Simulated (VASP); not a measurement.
These are PBEsol GGA, VASP's PBE PAW potentials (set 64) (plane waves; VASP 6.6.1) values and carry that method's errors.

VASP ran on this input.

### KPOINTS
```
K-points
0
Gamma
 8 8 8
```

### POSCAR
```
Cs
1
   -3.0500000000     3.0500000000     3.0500000000
    3.0500000000    -3.0500000000     3.0500000000
    3.0500000000     3.0500000000    -3.0500000000
Cs
1
Direct
  0.0000000000   0.0000000000   0.0000000000
```

INCAR:
```
SYSTEM = Cs
PREC = Accurate
ENCUT = 520
EDIFF = 1E-6
NELM = 100
ALGO = Normal
LREAL = .FALSE.
LASPH = .TRUE.
ISMEAR = 1
SIGMA = 0.1
GGA = PS
LMAXMIX = 4
LWAVE = .FALSE.
LCHARG = .FALSE.
IBRION = 2
ISIF = 3
NSW = 60
EDIFFG = -0.01
```

POTCAR, in this order: Cs_sv (PBE.64 set). Program: vasp_std.

Q: What will the output report for the number of irreducible k-points (NKPTS), largest plane-wave count, number of space-group operations, FFT grid (NGX, NGY, NGZ)?

A: 
```yaml
number of irreducible k-points (NKPTS): 29
largest_plane_wave_count: 3080
number_of_space_group_operations: 48
FFT grid (NGX, NGY, NGZ): 40 × 40 × 40
```

The compound is Cs in the bcc structure. This run relaxes it. Symmetry was kept, so distortions that lower it aren't found.
